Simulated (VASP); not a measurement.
Here is the system:

```yaml
crystal:
  lattice:
    - [-1.56396, 1.56396, 1.56396]
    - [1.56396, -1.56396, 1.56396]
    - [1.56396, 1.56396, -1.56396]
  atoms:
    - { symbol: Mo, position: [0.00000, 0.00000, 0.00000] }
```

Method: AM05 GGA, VASP's PBE PAW potentials (set 64) (plane waves; VASP 6.6.1). Settings: 520 eV cut-off, Gaussian smearing of 0.050 eV, potentials Mo_sv.

Q: Give the energies of bands 5 to 10 at the high-symmetry points, in eV from the Fermi level.

A: 
```
band      Γ      H      N      P
----  -----  -----  -----  -----
5     -7.38  -5.66  -5.50  -2.70
6     -1.42  -5.66  -3.53  -2.70
7     -1.42   4.11   1.64  -2.70
8     -1.42   4.11   1.72   2.49
9      1.66   4.11   2.36   2.49
10     1.66   9.16   4.91   9.76
```

It has no gap at this level: it comes out as a metal or semimetal.

The compound is Mo in the bcc structure. It was relaxed first.
